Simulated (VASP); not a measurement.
Level of theory: vdW-DF-cx, VASP's PBE PAW potentials (set 64) (plane waves; VASP).

VASP input:

**INCAR**
```
AGGAC = 0.0
ALGO = Normal
EDIFF = 1E-7
ENCUT = 520
GGA = CX
ISIF = 2
ISMEAR = 1
LASPH = T
LCHARG = F
LMAXMIX = 4
LREAL = F
LUSE_VDW = T
LWAVE = F
NELM = 100
PREC = Accurate
SIGMA = 0.1
SYSTEM = CoAl
```

File POSCAR:
```
CoAl
1.0
  2.8572673391   0.0000000000   0.0000000000
  0.0000000000   2.8572673391   0.0000000000
  0.0000000000   0.0000000000   2.8572673391
Al Co
1 1
Cartesian
  1.4286336695   1.4286336695   1.4286336695
  0.0000000000   0.0000000000   0.0000000000
```

### KPOINTS
```
Regular mesh
0
Gamma
 13 13 13
```

POTCAR, in this order: Al Co (PBE.64 set). Program: vasp_std.

Problem. Predict the energy per atom (σ→0), pressure, band gap (on the k-mesh).

Solution. 
```json
{
  "energy per atom (σ→0)": "-4.339 eV/atom",
  "band gap (on the k-mesh)": "none (metal, semimetal or under 0.01 eV)",
  "pressure": "-5.29 GPa"
}
```

### OSZICAR
```
...
DAV:   8    -0.869310494711E+01    0.49586E-02   -0.22740E-01  1732   0.419E+00    0.124E+00
DAV:   9    -0.867905117798E+01    0.14054E-01   -0.44266E-02  2010   0.307E+00    0.305E-01
DAV:  10    -0.867857075302E+01    0.48042E-03   -0.15134E-03  2222   0.533E-01    0.119E-01
DAV:  11    -0.867856582339E+01    0.49296E-05   -0.27608E-05  1968   0.501E-02    0.225E-02
DAV:  12    -0.867856335751E+01    0.24659E-05   -0.10104E-05  2140   0.422E-02    0.702E-03
DAV:  13    -0.867856324644E+01    0.11107E-06   -0.30514E-07  1352   0.556E-03    0.157E-03
DAV:  14    -0.867856328123E+01   -0.34792E-07   -0.49132E-08   872   0.262E-03
   1 F= -.86785633E+01 E0= -.86785776E+01  d E =0.429232E-04
```

The compound is CoAl in the CsCl type structure. This cell is one point of a volume scan, at 1.03 of the reference volume. The run is not spin-polarised, so no magnetic state was tried.
